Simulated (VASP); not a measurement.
Input:

```yaml
crystal:
  lattice:
    - [0.00000, 3.53921, 3.53921]
    - [3.53921, 0.00000, 3.53921]
    - [3.53921, 3.53921, 0.00000]
  atoms:
    - { symbol: Ba, position: [0.00000, 0.00000, 0.00000] }
    - { symbol: Te, position: [0.50000, 0.50000, 0.50000] }
```

Computed with SCAN meta-GGA, VASP's PBE PAW potentials (set 64) (plane waves; VASP 6.6.1). Numerical set-up: 520 eV cut-off, 7×7×7 Γ-centred mesh, tetrahedra with Blöchl corrections, potentials Ba_sv Te.

Unless said otherwise, spin-orbit coupling is left out, though it shifts the bands of the heavy elements here.

Question: Estimate the energy per atom (σ→0), band gap (over mesh and band path) with the smallest direct gap where there is one.

Answer: 
The band gap (over mesh and band path) is 1.92 eV. The smallest direct gap (over mesh and band path) comes out as 2.31 eV. The energy per atom (σ→0) is -40.406 eV/atom.

Total energies compare only between runs with the same potentials, cut-off and functional.

The compound is BaTe in the rock salt structure. It was relaxed first.
